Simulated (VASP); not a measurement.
**Iridium with PBEsol: from relaxation to properties**

Wanted: the relaxed cell of Iridium and its properties. The steps: full relaxation (PBEsol), single point with fields (PBEsol), bands along the symmetry lines (PBEsol), total and projected DOS (PBEsol), volume scan with PBEsol, fit for PBEsol and bands along the symmetry lines (PBEsol + SOC). Left out of this account: 1 further run (phonons: it ended without a result to show). The start is a cell from a database of measured crystal structures.

Main program and level: VASP 6.6.1; PBEsol; plane waves and PAW (Ir), in the first sound run; inputs show where later runs differ.

Most raw output is cut from this account.

### Step 1. The structure

Before any relaxation, the start is as follows. The structure is cubic, space group Fm-3m (No. 225). Conventional cell: a = 3.839 Å, b = 3.839 Å, c = 3.839 Å, α = 90.00°, β = 90.00°, γ = 90.00°. Nearest to Ir lie 12 Ir at 2.71 Å.

### Step 2. Full relaxation (PBEsol)

Properties are meant for the cell that this level of theory prefers, so cell and atoms are relaxed first (ISIF = 3) until forces and stress are small; EDIFFG sets the threshold. PBEsol restores the gradient expansion of exchange and is tuned for the cells of solids.

Input file INCAR:

```
SYSTEM = Ir
PREC = Accurate
ENCUT = 400
EDIFF = 1E-06
NELM = 100
ISMEAR = 1
SIGMA = 0.2
LREAL = .FALSE.
ALGO = Normal
GGA = PS
NBANDS = 10
LASPH = .TRUE.
LORBIT = 11
LWAVE = .FALSE.
LCHARG = .FALSE.
KPAR = 2
IBRION = 2
NSW = 60
ISIF = 3
EDIFFG = -0.01
```

Input file POSCAR:

```
Ir
1.0
    0.0000000000      1.9197000000      1.9197000000
    1.9197000000      0.0000000000      1.9197000000
    1.9197000000      1.9197000000      0.0000000000
Ir
1
Direct
    0.0000000000      0.0000000000      0.0000000000
```

Input file KPOINTS:

```
Automatic mesh
0
Gamma
10 10 10
0 0 0
```

Potentials, in the order of the species: Ir (PBE family, release 64).

Started as:

```bash
mpirun -np 2 vasp_std
```

Elapsed: 3.8 s, on 2 MPI ranks of Intel Xeon 6975P-C (Granite Rapids), shared host; peak memory 0.23 GiB; 6.8 s of CPU time.

This run has no spin polarisation. Its electron count is odd, so without a moment it is a metal by construction. The k-mesh is coarse for a metal. The PAW data sets were made with PBE, which is usual practice but a small mismatch for other functionals. The run keeps the 48 symmetry operations of its start, so it cannot find a distortion of lower symmetry.

Step by step:

| step | energy less that of the first step (eV) | largest force (eV/Å) | pressure (GPa) | volume (Å³) |
| --- | --- | --- | --- | --- |
| 1 | 0.0000 | 0.0000 | -1.71 | 14.15 |
| 2 | 0.0050 | 0.0000 | 7.14 | 13.84 |
| 3 | -0.0003 | 0.0000 | 0.00 | 14.09 |

| conventional cell, symmetrised | before | after | change |
| --- | --- | --- | --- |
| a (Å) | 3.839 | 3.834 | -0.1 % |
| b (Å) | 3.839 | 3.834 | -0.1 % |
| c (Å) | 3.839 | 3.834 | -0.1 % |
| volume (Å³/atom) | 14.15 | 14.09 | -0.4 % |

Final coordinates:

```xyz
1
Lattice="0.0000 1.9169 1.9169 1.9169 0.0000 1.9169 1.9169 1.9169 0.0000" Properties=species:S:1:pos:R:3 pbc="T T T"
Ir    0.0000    0.0000    0.0000
```

This step gave:

| Property | Result |
| --- | --- |
| electrons | 9 |
| bands | 10 |
| irreducible k-points | 47 |
| symmetry operations | 48 |
| free energy (TOTEN) | -9.824 eV |
| energy at zero smearing | -9.824 eV |
| Fermi energy | 10.40 eV |
| pressure | -0.003090 GPa |
| metallic | yes |
| SCF cycles over all ionic steps | 25 |

It ends with forces that vanish by symmetry and a pressure of 0.00 GPa. The volume lies -0.4 % from that of the database's start, which holds the thermal and zero-point expansion of its experiment.

### Step 3. Single point with fields (PBEsol)

A single point on the relaxed cell gives a clean self-consistent state, with density, ELF and potential written out.

INCAR: that of step 2 with these lines changed.

```diff
@@ -14,7 +14,5 @@
 LWAVE = .FALSE.
-LCHARG = .FALSE.
-KPAR = 2
-IBRION = 2
-NSW = 60
-ISIF = 3
-EDIFFG = -0.01
+LCHARG = .TRUE.
+ISIF = 2
+LELF = .TRUE.
+LVHAR = .TRUE.
```

Input file POSCAR:

```
Ir
1.0
    0.0000000000      1.9168749813      1.9168749813
    1.9168749813      0.0000000000      1.9168749813
    1.9168749813      1.9168749813      0.0000000000
Ir
1
Direct
    0.0000000000      0.0000000000      0.0000000000
```

KPOINTS is that of step 2.

Started as:

```bash
mpirun -np 2 vasp_std
```

Wall time 2.2 s (2 MPI ranks); peak memory 0.19 GiB; 3.4 s of CPU time.

Numbers from this step:

```yaml
scf_cycles: 12
pressure: -0.001583 GPa
```

Valence electrons inside each PAW sphere by angular momentum. Sphere charges, by row:

| atom | s (e) | p (e) | d (e) | tot (e) |
| --- | --- | --- | --- | --- |
| Ir1 | 0.674 | 0.747 | 6.979 | 8.399 |

ELF in the ac plane of the conventional cell at fractional y = 0.000, with atoms of Ir within 0.2 Å of it. It is the smooth field of the valence electrons, not physical close to the nuclei.

Ten even steps from '_' (0.01) to '@' (0.39), each cell a mean:
```
____--%%##++====++**%%**..__
..::++%%%%**++++**##%%##==..
****%%@@@@%%######%%@@@@##**
%%%%@@@@@@%%%%%%%%@@@@@@%%%%
****##@@%%++----==**@@%%##**
==++**%%**::______==%%##**++
--==**%%**..__--__--%%##++==
==++**%%**..______--%%##++==
++**##%%##==....::++%%%%**++
####%%@@@@##******%%@@@@%%##
%%%%@@@@@@%%%%%%%%@@@@@@%%%%
--==**@@%%##******##@@%%++--
____==%%##**++==++**%%**::__
--__--%%##++==--==**%%**..__
```
Columns run along a (3.8 Å), rows up along c (3.8 Å), edges of the conventional cell, whose origin can differ from the input's. Atoms in or near the plane, at fractional coordinates: Ir at (0.00, 0.00), Ir at (0.50, 0.50).

Valence density in the ac plane of the conventional cell at fractional y = 0.000, with atoms of Ir within 0.2 Å of it. It is the smooth field of the valence electrons, not physical close to the nuclei.

Ten even steps from '_' (0.2 e/Å³) to '@' (2.6 e/Å³), each cell a mean:
```
@@##++::..__________..==**%%
**++--::____________..::==**
==--::..____....____....::==
..........::::--::..........
______..::--++++==--..______
______..--++##%%**==::______
______..==**@@@@%%++--..____
______..==**%%@@##++::..____
______..::==****++--::______
..____....::====--::..____..
--::....................::::
++==--..____________..::--++
%%**==::____________..--++##
@@%%++--..__________..==**@@
```
Columns run along a (3.8 Å), rows up along c (3.8 Å), edges of the conventional cell, whose origin can differ from the input's. Atoms in or near the plane, at fractional coordinates: Ir at (0.00, 0.00), Ir at (0.50, 0.50).

Electrostatic potential energy in the ac plane of the conventional cell at fractional y = 0.000, with atoms of Ir within 0.2 Å of it. With pseudopotentials it is smooth inside the atoms' cores, unlike the true potential.

Ten even steps from '_' (-56 eV) to '@' (2 eV), each cell a mean:
```
__..--**%%@@@@@@@@@@%%++::__
::--++##@@@@@@@@@@@@%%**==::
==++##%%@@@@%%%%%%@@@@%%**++
%%%%%%@@%%##****##%%%%@@%%%%
@@@@@@%%##++----==++%%@@@@@@
@@@@@@%%++--..__..==##%%@@@@
@@@@@@%%==::______--**%%@@@@
@@@@@@%%++::____..--**%%@@@@
@@@@@@%%**==::::--++##@@@@@@
%%%%@@@@%%**++==++##%%@@@@%%
**##%%%%@@%%%%%%%%%%@@%%##**
--==++%%@@@@@@@@@@@@%%##++--
__..==##%%@@@@@@@@@@%%++--..
____--**%%@@@@@@@@@@%%==::__
```
Columns run along a (3.8 Å; values clipped at the 3rd and 97th percentile), rows up along c (3.8 Å), edges of the conventional cell, whose origin can differ from the input's. Atoms in or near the plane, at fractional coordinates: Ir at (0.00, 0.00), Ir at (0.50, 0.50).

In this run the pressure is 0.00 GPa, small enough to go on.

### Step 4. Bands along the symmetry lines (PBEsol)

The mesh alone shows little of the dispersion and can miss band extrema, so KPOINTS_OPT adds a path through the symmetry points after the self-consistent cycle.

Input file INCAR:

```
SYSTEM = Ir
PREC = Accurate
ENCUT = 400
EDIFF = 1E-06
NELM = 100
ISMEAR = 1
SIGMA = 0.2
LREAL = .FALSE.
ALGO = Normal
GGA = PS
NBANDS = 15
LASPH = .TRUE.
LORBIT = 11
LWAVE = .FALSE.
LCHARG = .FALSE.
KPAR = 2
```

POSCAR is that of step 3.

KPOINTS is that of step 3.

Input file KPOINTS_OPT:

```
Line mode
16
Line-mode
Reciprocal
  0.00000000   0.00000000   0.00000000 GAMMA
  0.50000000   0.00000000   0.50000000 X

  0.50000000   0.00000000   0.50000000 X
  0.50000000   0.25000000   0.75000000 W

  0.50000000   0.25000000   0.75000000 W
  0.37500000   0.37500000   0.75000000 K

  0.37500000   0.37500000   0.75000000 K
  0.00000000   0.00000000   0.00000000 GAMMA

  0.00000000   0.00000000   0.00000000 GAMMA
  0.50000000   0.50000000   0.50000000 L

  0.50000000   0.50000000   0.50000000 L
  0.62500000   0.25000000   0.62500000 U

  0.62500000   0.25000000   0.62500000 U
  0.50000000   0.25000000   0.75000000 W

  0.50000000   0.25000000   0.75000000 W
  0.50000000   0.50000000   0.50000000 L

  0.50000000   0.50000000   0.50000000 L
  0.37500000   0.37500000   0.75000000 K

  0.62500000   0.25000000   0.62500000 U
  0.50000000   0.00000000   0.50000000 X
```

Started as:

```bash
mpirun -np 2 vasp_std
```

The job ended after 5 s (2 MPI ranks; peak memory 0.24 GiB).

Spin-orbit coupling is off here; with elements this heavy it splits and shifts levels by tenths of an eV or more.

This step gave:

- bands: 15
- pressure: 0.02151 GPa

The electronic bands at the labelled points (eV, zero at the Fermi level; # counts the bands kept):

| point | #1 | #2 | #3 | #4 | #5 | #6 | #7 |
| --- | --- | --- | --- | --- | --- | --- | --- |
| Γ | -11.32 | -4.02 | -4.02 | -4.02 | -1.27 | -1.27 | 14.22 |
| 0.47 of the way | -8.59 | -5.83 | -3.10 | -2.24 | -2.24 | -0.41 | 17.82 |
| X | -8.07 | -7.50 | 0.81 | 1.40 | 1.40 | 1.56 | 10.44 |
| 0.47 of the way | -7.47 | -6.95 | -1.92 | -0.25 | 1.41 | 5.18 | 8.84 |
| W | -6.41 | -5.02 | -5.02 | -1.90 | 1.41 | 8.12 | 8.98 |
| 0.47 of the way | -6.68 | -5.92 | -3.84 | -1.47 | 1.06 | 7.07 | 7.96 |
| K | -7.10 | -6.14 | -3.02 | -0.97 | 0.53 | 6.23 | 7.62 |
| 0.47 of the way | -7.62 | -5.23 | -4.05 | -2.57 | -2.29 | 1.17 | 13.42 |
| Γ | -11.32 | -4.02 | -4.02 | -4.02 | -1.27 | -1.27 | 14.22 |
| 0.53 of the way | -8.91 | -4.45 | -3.59 | -3.59 | -0.97 | -0.97 | 13.22 |
| L | -8.27 | -4.11 | -4.11 | -0.91 | 0.83 | 0.83 | 7.19 |
| 0.53 of the way | -7.06 | -5.14 | -3.49 | -2.91 | 0.55 | 4.54 | 6.71 |
| U | -7.10 | -6.14 | -3.02 | -0.97 | 0.53 | 6.23 | 7.62 |
| 0.47 of the way | -6.76 | -5.98 | -3.68 | -1.37 | 0.97 | 6.90 | 7.88 |
| W | -6.41 | -5.02 | -5.02 | -1.90 | 1.41 | 8.12 | 8.98 |
| 0.47 of the way | -6.62 | -5.49 | -3.91 | -2.52 | 0.48 | 5.43 | 6.55 |
| L | -8.27 | -4.11 | -4.11 | -0.91 | 0.83 | 0.83 | 7.19 |
| 0.47 of the way | -7.28 | -4.97 | -3.21 | -3.17 | 0.61 | 4.03 | 6.74 |
| K | -7.10 | -6.14 | -3.02 | -0.97 | 0.53 | 6.23 | 7.62 |
| jump to U | -7.10 | -6.14 | -3.02 | -0.97 | 0.53 | 6.23 | 7.62 |
| 0.47 of the way | -7.71 | -7.11 | -1.18 | 0.15 | 1.14 | 4.61 | 8.53 |
| X | -8.07 | -7.50 | 0.81 | 1.40 | 1.40 | 1.56 | 10.44 |

There is no gap at this level.

### Step 5. Total and projected DOS (PBEsol)

A density of states needs more k-points than a total energy; ISMEAR = -5 takes tetrahedra, and LORBIT projects the states on the PAW spheres. The mesh is finer than in the run before.

INCAR: that of step 4 with these lines changed.

```diff
@@ -5,3 +5,3 @@
 NELM = 100
-ISMEAR = 1
+ISMEAR = -5
 SIGMA = 0.2
@@ -16 +16,2 @@
 KPAR = 2
+NEDOS = 2001
```

POSCAR is that of step 4.

Input file KPOINTS:

```
Automatic mesh
0
Gamma
15 15 15
0 0 0
```

Started as:

```bash
mpirun -np 2 vasp_std
```

It took 4.8 s on 2 MPI ranks; peak memory 0.24 GiB.

With tetrahedra the forces and stress of a metal are not exact derivatives of the energy.

Numbers from this step:

```yaml
irreducible_k_points: 120
free_energy_toten: -9.821 eV
fermi_energy: 10.31 eV
pressure: -0.1046 GPa
dos_at_the_fermi_level: 0.8805 states/eV/cell
```

The density of states has structure finer than the step of the table below, so its rows give means over 1 eV, whole bins alone (the curve runs from -12.0 to 7.91 eV). Peaks (eV: height): total -7.0: 1.27, -3.4: 2.20, -1.7: 1.45, 0.8: 1.69; Ir d -6.9: 0.914, -3.4: 1.88, -1.7: 1.25, 0.8: 1.59; Ir p -6.3: 0.0859, -5.5: 0.130, -3.7: 0.179, -2.9: 0.131; Ir s -7.5: 0.242, -4.1: 0.0499, 6.2: 0.0733, 7.2: 0.168.

States under -12.0 eV and over 7.9 eV are left out. Table of density of states by energy, zero at the Fermi level; means over each step; values in states/eV/cell:

| energy (eV) | total | Ir d | Ir p | Ir s |
| --- | --- | --- | --- | --- |
| -11 | 0.0208 | 3.2e-5 | 6.7e-4 | 0.0173 |
| -10 | 0.0711 | 0.00165 | 0.00548 | 0.0545 |
| -9 | 0.131 | 0.0124 | 0.0153 | 0.0865 |
| -8 | 0.497 | 0.227 | 0.0401 | 0.182 |
| -7 | 1.15 | 0.803 | 0.0727 | 0.179 |
| -6 | 0.950 | 0.757 | 0.0833 | 0.0399 |
| -5 | 1.11 | 0.900 | 0.106 | 0.0183 |
| -4 | 1.52 | 1.23 | 0.159 | 0.0389 |
| -3 | 1.18 | 0.967 | 0.120 | 0.0244 |
| -2 | 1.08 | 0.920 | 0.0829 | 0.0154 |
| -1 | 0.895 | 0.794 | 0.0470 | 0.00995 |
| 0 | 0.943 | 0.869 | 0.0309 | 0.00746 |
| 1 | 1.14 | 1.06 | 0.0337 | 0.0130 |
| 2 | 0.271 | 0.199 | 0.0425 | 0.0174 |
| 3 | 0.274 | 0.171 | 0.0629 | 0.0257 |
| 4 | 0.269 | 0.141 | 0.0757 | 0.0354 |
| 5 | 0.246 | 0.105 | 0.0761 | 0.0439 |
| 6 | 0.217 | 0.0756 | 0.0657 | 0.0539 |
| 7 | 0.263 | 0.0886 | 0.0474 | 0.0997 |

The finer mesh and the other smearing move the Fermi level by -0.09 eV from the 10×10×10 run, one measure of the sampling error in the zero of the bands above. Of the states within 0.3 eV of the Fermi level, the largest shares in the PAW spheres are Ir d 92 %. The rest lies in smaller channels or between the spheres.

### Step 6. Volume scan with PBEsol, volume scale 0.94

An equation of state needs energies on both sides of the minimum, all on one mesh and cutoff.

Input file INCAR:

```
SYSTEM = Ir
PREC = Accurate
ENCUT = 400
EDIFF = 1E-06
NELM = 100
ISMEAR = 1
SIGMA = 0.2
LREAL = .FALSE.
ALGO = Normal
GGA = PS
NBANDS = 10
LASPH = .TRUE.
LORBIT = 11
LWAVE = .FALSE.
LCHARG = .FALSE.
KPAR = 2
ISIF = 2
```

Input file POSCAR:

```
Ir
1.0
    0.0000000000      1.8777441038      1.8777441038
    1.8777441038      0.0000000000      1.8777441038
    1.8777441038      1.8777441038      0.0000000000
Ir
1
Direct
    0.0000000000      0.0000000000      0.0000000000
```

Input file KPOINTS:

```
Automatic mesh
0
Gamma
10 10 10
0 0 0
```

Started as:

```bash
mpirun -np 2 vasp_std
```

Run time: 2.2 s. Hardware: 2 MPI ranks; peak memory 0.21 GiB; 3.2 s of CPU time.

The scan keeps the cell's shape and the fractional positions fixed.

This step gave:

| Item | Value |
| --- | --- |
| bands | 10 |
| irreducible k-points | 47 |
| free energy (TOTEN) | -9.754 eV |
| energy at zero smearing | -9.754 eV |
| Fermi energy | 11.54 eV |
| pressure | 28.25 GPa |

The pressure here is 28.25 GPa.

### Step 7. Volume scan with PBEsol, volume scale 0.96

INCAR is that of step 6.

Input file POSCAR:

```
Ir
1.0
    0.0000000000      1.8909680895      1.8909680895
    1.8909680895      0.0000000000      1.8909680895
    1.8909680895      1.8909680895      0.0000000000
Ir
1
Direct
    0.0000000000      0.0000000000      0.0000000000
```

KPOINTS is that of step 6.

Started as:

```bash
mpirun -np 2 vasp_std
```

Run time: 2.2 s. Hardware: 2 MPI ranks; peak memory 0.22 GiB; 3.2 s of CPU time.

Numbers from this step:

| Item | Value |
| --- | --- |
| free energy (TOTEN) | -9.794 eV |
| energy at zero smearing | -9.794 eV |
| Fermi energy | 11.14 eV |
| pressure | 17.67 GPa |

The pressure falls from 28.25 to 17.67 GPa.

The run ends at a pressure of 17.67 GPa.

### Step 8. Volume scan with PBEsol, volume scale 0.98

INCAR is that of step 7.

Input file POSCAR:

```
Ir
1.0
    0.0000000000      1.9040096609      1.9040096609
    1.9040096609      0.0000000000      1.9040096609
    1.9040096609      1.9040096609      0.0000000000
Ir
1
Direct
    0.0000000000      0.0000000000      0.0000000000
```

KPOINTS is that of step 7.

Started as:

```bash
mpirun -np 2 vasp_std
```

Wall time 2 s (2 MPI ranks); peak memory 0.22 GiB.

The pressure falls from 17.67 to 8.30 GPa.

The run ends at a pressure of 8.30 GPa.

### Step 9. Volume scan with PBEsol, volume scale 1

INCAR is that of step 8.

Input file POSCAR:

```
Ir
1.0
    0.0000000000      1.9168749813      1.9168749813
    1.9168749813      0.0000000000      1.9168749813
    1.9168749813      1.9168749813      0.0000000000
Ir
1
Direct
    0.0000000000      0.0000000000      0.0000000000
```

KPOINTS is that of step 8.

Started as:

```bash
mpirun -np 2 vasp_std
```

The job ended after 2.2 s (2 MPI ranks; peak memory 0.21 GiB; 3.3 s of CPU time).

The pressure falls from 8.30 to 0.00 GPa.

The run ends at a pressure of 0.00 GPa.

### Step 10. Volume scan with PBEsol, volume scale 1.02

INCAR is that of step 9.

Input file POSCAR:

```
Ir
1.0
    0.0000000000      1.9295698876      1.9295698876
    1.9295698876      0.0000000000      1.9295698876
    1.9295698876      1.9295698876      0.0000000000
Ir
1
Direct
    0.0000000000      0.0000000000      0.0000000000
```

KPOINTS is that of step 9.

Started as:

```bash
mpirun -np 2 vasp_std
```

The job ended after 2.2 s (2 MPI ranks; peak memory 0.21 GiB).

The pressure falls from 0.00 to -7.35 GPa.

The run ends at a pressure of -7.35 GPa.

### Step 11. Volume scan with PBEsol, volume scale 1.04

INCAR is that of step 10.

Input file POSCAR:

```
Ir
1.0
    0.0000000000      1.9420999133      1.9420999133
    1.9420999133      0.0000000000      1.9420999133
    1.9420999133      1.9420999133      0.0000000000
Ir
1
Direct
    0.0000000000      0.0000000000      0.0000000000
```

KPOINTS is that of step 10.

Started as:

```bash
mpirun -np 2 vasp_std
```

Run time: 2 s. Hardware: 2 MPI ranks; peak memory 0.22 GiB; 3.1 s of CPU time.

The pressure falls from -7.35 to -13.85 GPa.

The run ends at a pressure of -13.85 GPa.

### Step 12. Volume scan with PBEsol, volume scale 1.06

A prediction first. A parabola through the 6 pressures of evenly scaled cells so far, P = -0.03 -392.3 t +1038 t² GPa with t = ln(V/V₁) and V₁ the volume at scale 1, gives -19.36 GPa at t = +0.0583.

INCAR is that of step 11.

Input file POSCAR:

```
Ir
1.0
    0.0000000000      1.9544703099      1.9544703099
    1.9544703099      0.0000000000      1.9544703099
    1.9544703099      1.9544703099      0.0000000000
Ir
1
Direct
    0.0000000000      0.0000000000      0.0000000000
```

KPOINTS is that of step 11.

Started as:

```bash
mpirun -np 2 vasp_std
```

Wall time 2 s (2 MPI ranks); peak memory 0.22 GiB; 3.1 s of CPU time.

The pressure falls from -13.85 to -19.58 GPa. The parabola predicted -19.36 GPa, +0.22 GPa off.

[end of part 1 of 2]

[Lines on the potential files, build, host, timing and source positions are cut from VASP's logs without a mark.]

[Logs are printed without paths, hosts, clocks, repeated set-up lines and the standing remarks that a program may print on its own settings, such as how far it seeks lower states.]

[Hosts, paths, dates, database ids (printed as entryN), source tags and the programs' standing remarks are cut or masked in the printed files.]

[A measured line is paired with the nearest computed mode of its activity, which favours agreement.]
